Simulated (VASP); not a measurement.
Here is the system:

```
CELL_PARAMETERS angstrom
      2.79754     0.00000     0.00000
      0.00000     2.79754     0.00000
      0.00000     0.00000     4.02398
ATOMIC_POSITIONS crystal
  Ti 0.00000 0.00000 0.00000
  Al 0.50000 0.50000 0.50000
```

The numbers are results of PBEsol GGA with spin-orbit coupling, VASP's PBE PAW potentials (set 64) (plane waves; VASP), not measurements. Run with 400 eV cut-off, 12×12×8 Γ-centred mesh, Gaussian smearing of 0.050 eV, potentials Ti_sv Al.

Q: Give the energies of bands 9 to 21 at the high-symmetry points, in eV from the Fermi level.

A: 
| band | Γ | X | M | Z | R | A |
|---|---|---|---|---|---|---|
| 9 | -9.12 | -4.59 | -3.26 | -7.60 | -4.95 | -2.60 |
| 10 | -9.12 | -4.59 | -3.26 | -7.60 | -4.95 | -2.60 |
| 11 | -1.91 | -4.53 | -0.45 | -5.29 | -2.94 | -2.31 |
| 12 | -1.91 | -4.53 | -0.45 | -5.29 | -2.94 | -2.31 |
| 13 | -0.85 | -1.73 | -0.42 | -0.68 | -1.19 | -2.31 |
| 14 | -0.85 | -1.73 | -0.42 | -0.68 | -1.19 | -2.31 |
| 15 | -0.26 | -0.25 | -0.41 | 0.67 | -1.09 | 1.98 |
| 16 | -0.26 | -0.25 | -0.41 | 0.67 | -1.09 | 1.98 |
| 17 | 2.24 | 1.78 | -0.23 | 1.87 | 1.43 | 2.22 |
| 18 | 2.24 | 1.78 | -0.23 | 1.87 | 1.43 | 2.22 |
| 19 | 2.26 | 2.62 | -0.21 | 1.89 | 1.84 | 2.73 |
| 20 | 2.26 | 2.62 | -0.21 | 1.89 | 1.84 | 2.73 |
| 21 | 3.42 | 4.54 | 4.41 | 3.43 | 2.38 | 4.27 |

It has no gap at this level: it comes out as a metal or semimetal.

The compound is TiAl in the L1_0 structure. It was relaxed first.
